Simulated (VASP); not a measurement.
A VASP calculation is set up with these files.

**POSCAR**
```
HgS
1
    0.0000000000     2.9439770392     2.9439770392
    2.9439770392     0.0000000000     2.9439770392
    2.9439770392     2.9439770392     0.0000000000
Hg S
1 1
Direct
  0.0000000000   0.0000000000   0.0000000000
  0.2500000000   0.2500000000   0.2500000000
```

INCAR:
```
# general
SYSTEM   =  HgS
PREC     =  Accurate
ENCUT    =  400
LREAL    =  .FALSE.
LASPH    =  .TRUE.

# electronic loop
EDIFF    =  1E-8
NELM     =  100
ALGO     =  Normal
LMAXMIX  =  6

# smearing
ISMEAR   =  1
SIGMA    =  0.1

# functional
GGA      =  PS

# ions
IBRION   =  1
NSW      =  30
ISIF     =  2
EDIFFG   =  -0.001

# output
LWAVE    =  .FALSE.
LCHARG   =  .FALSE.
```

### KPOINTS
```
Automatic mesh
0
Gamma
10 10 10
0 0 0
```

POTCAR, in this order: Hg S (PBE.64 set). Program: vasp_std.

### Question
Translate this PBEsol calculation to Ansatz.

### Answer
One equivalent input (not run):
Ansatz 0.2 input:
```yaml
crystal:
  lattice:
    - [0.0000000, 2.9439770, 2.9439770]
    - [2.9439770, 0.0000000, 2.9439770]
    - [2.9439770, 2.9439770, 0.0000000]
  atoms:
    - { symbol: Hg, position: [0.0000000, 0.0000000, 0.0000000] }
    - { symbol: S, position: [0.2500000, 0.2500000, 0.2500000] }
kpoints:
  mp_grid: { grid: [10, 10, 10] }
hamiltonian:
  xc: pbesol
  pseudopotentials: { kind: paw }
scf:
  occupations: { method: methfessel_paxton, width: 0.1 }
  max_iter: 100
relax:
  max_steps: 30
  f_tol: 0.001
output: { forces: true, stress: true, eigenvalues: true }
```
What does not carry over: each code has its own PAW files, so the cut-off isn't converted (ENCUT is set for VASP's; basis.ecutwfc is left out, and Ansatz then takes the one that its files recommend); Ansatz stops its SCF on the density residual and VASP on the energy change (EDIFF).

The compound is HgS in the zinc blende structure, metacinnabar; cinnabar is the stable form. It was relaxed first. The start is the result of an earlier pass.
